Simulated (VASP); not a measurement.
Given:

```xyz
6
Lattice="3.8726 0.0000 0.0000 -1.9363 3.3538 0.0000 0.0000 0.0000 4.9162" Properties=species:S:1:pos:R:3 pbc="T T T"
Si     1.9363     1.1179     1.2291
Si     0.0000     2.2359     3.6872
Ni     0.0000     2.2359     1.2291
Ni     1.9363     1.1179     3.6872
Ni     0.0000     0.0000     2.4581
Ni     0.0000     0.0000     0.0000
```

These are r2SCAN meta-GGA, VASP's PBE PAW potentials (set 64) (plane waves; VASP) values and carry that method's errors. Settings: 400 eV cut-off, 10×10×7 Γ-centred mesh, tetrahedra with Blöchl corrections, potentials Si Ni.

Problem. Tabulate the total density of states (states/eV per cell) against energy (eV; zero at the valence-band maximum or, without a gap, the Fermi level).

Solution. 
(E (eV), DOS (states/eV)): (-9.96, 1.01); (-9.75, 0.89); (-9.64, 1.31); (-9.43, 2.81); (-9.32, 2.41); (-9.11, 1.03); (-9.00, 0.92); (-8.78, 0.69); (-8.57, 0.13); (-8.46, 0.00); (-8.24, 0.00); (-8.14, 0.00); (-7.92, 0.00); (-7.71, 0.47); (-7.60, 0.69); (-7.38, 1.25); (-7.28, 2.28); (-7.06, 2.08); (-6.95, 1.72); (-6.74, 1.65); (-6.52, 2.20); (-6.42, 1.96); (-6.20, 1.69); (-6.09, 1.74); (-5.88, 2.36); (-5.66, 1.84); (-5.55, 1.84); (-5.34, 3.05); (-5.23, 3.26); (-5.02, 4.79); (-4.91, 5.39); (-4.69, 4.13); (-4.48, 4.40); (-4.37, 8.34); (-4.16, 7.99); (-4.05, 3.87); (-3.83, 2.44); (-3.62, 5.67); (-3.51, 7.99); (-3.29, 13.8); (-3.19, 6.38); (-2.97, 8.24); (-2.87, 4.06); (-2.65, 7.65); (-2.43, 10.9); (-2.33, 13.3); (-2.11, 10.7); (-2.00, 11.5); (-1.79, 10.3); (-1.57, 19.1); (-1.47, 16.3); (-1.25, 10.3); (-1.14, 7.16); (-0.93, 5.78); (-0.82, 4.93); (-0.60, 4.67); (-0.39, 2.55); (-0.28, 2.74); (-0.07, 3.75); (0.04, 2.93); (0.26, 2.21); (0.47, 1.88); (0.58, 1.73); (0.79, 1.48); (0.90, 1.42); (1.12, 1.38); (1.22, 1.42); (1.44, 1.61); (1.65, 2.12); (1.76, 1.85); (1.98, 1.66); (2.08, 1.50); (2.30, 1.32); (2.52, 1.71); (2.62, 2.19); (2.84, 2.13); (2.94, 2.31); (3.16, 2.25); (3.27, 2.74); (3.48, 2.07)
Within 2 eV below the Fermi level the largest weight inside VASP's projection spheres is Ni d.

The structure comes from a computed database's SiNi2 entry (P6_3/mmc); how it stands against other phases isn't given here. The cell was not relaxed at this level. The run is not spin-polarised, so no magnetic state was tried.
